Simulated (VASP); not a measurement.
```
CELL_PARAMETERS angstrom
      0.00000     2.26177     2.26177
      2.26177     0.00000     2.26177
      2.26177     2.26177     0.00000
ATOMIC_POSITIONS crystal
  B  0.00000 0.00000 0.00000
  P  0.25000 0.25000 0.25000
```

The numbers are results of PBE GGA with D3 dispersion (zero damping), VASP's PBE PAW potentials (set 64) (plane waves; VASP), not measurements. Run with 520 eV cut-off, 11×11×11 Γ-centred mesh, tetrahedra with Blöchl corrections, potentials B P.

Question: What does the run give for the energy per atom (σ→0)?

Answer: 
The energy per atom (σ→0) is -6640 meV/atom.

The compound is BP in the zinc blende structure. It was relaxed first.
